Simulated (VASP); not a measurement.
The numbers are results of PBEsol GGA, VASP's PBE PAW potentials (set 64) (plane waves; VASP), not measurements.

A VASP calculation is set up with these files.

### POSCAR
```
Cd4S3Te
5.997260
 -0.0003981882   1.0000000679   0.9962919548
  1.0000000679  -0.0003981882   0.9962919548
  0.4998009398   0.4998009398   0.0000000000
Cd Te S
4 1 3
Cart
  0.9996018797   0.9996018797   1.9594178687
  1.0161656135   1.4828390858   1.5095178807
  1.4828390858   1.0161656135   1.5095178807
  0.9996018797   0.9996018797   0.9985084846
  0.2499004699   0.2499004699   0.2534946946
  0.7464930791   0.2531088006   0.7466244000
  0.2531088006   0.7464930791   0.7466244000
  0.7497014099   0.7497014099   1.2429219838
```

**KPOINTS**
```
kpoints
0
G
4 4 7
0 0 0
```

**INCAR**
```
SYSTEM = Cd4S3Te
PREC = Accurate; ENCUT = 400; LREAL = .FALSE.
LASPH = .TRUE.
EDIFF = 1E-7; NELM = 100; ALGO = Normal
LMAXMIX = 4
ISMEAR = -5
GGA = PS
ISIF = 2
LWAVE = .FALSE.; LCHARG = .TRUE.; LORBIT = 11
NEDOS = 601
LEFG = .TRUE.
```

POTCAR, in this order: Cd Te S (PBE.64 set). Program: vasp_std.

Unless said otherwise, spin-orbit coupling is left out, though it shifts the bands of the heavy elements here.

Question: Estimate the energy per atom (σ→0), band gap (on the k-mesh).

Answer: 
```
Item                               Value
------------------------  --------------
energy per atom (σ→0)     -3204 meV/atom
band gap (on the k-mesh)         0.19 eV
```

OSZICAR:
```
...
DAV:  10    -0.256328072262E+02   -0.14456E-03   -0.25616E-03  3507   0.332E-01    0.202E-01
DAV:  11    -0.256329294079E+02   -0.12218E-03   -0.43696E-04  3560   0.104E-01    0.775E-02
DAV:  12    -0.256329654751E+02   -0.36067E-04   -0.65526E-05  3610   0.560E-02    0.252E-02
DAV:  13    -0.256329780832E+02   -0.12608E-04   -0.17945E-05  3437   0.313E-02    0.114E-02
DAV:  14    -0.256329793882E+02   -0.13050E-05   -0.55872E-06  3593   0.189E-02    0.710E-03
DAV:  15    -0.256329798342E+02   -0.44602E-06   -0.12368E-06  3279   0.501E-03    0.255E-03
DAV:  16    -0.256329798328E+02    0.13260E-08   -0.19343E-07  2688   0.253E-03
   1 F= -.25632980E+02 E0= -.25632980E+02  d E =0.000000E+00
```

The structure was generated: Cd4S3Te was put into an ordered model structure (Amm2), which need not be its known phase. It was relaxed first.
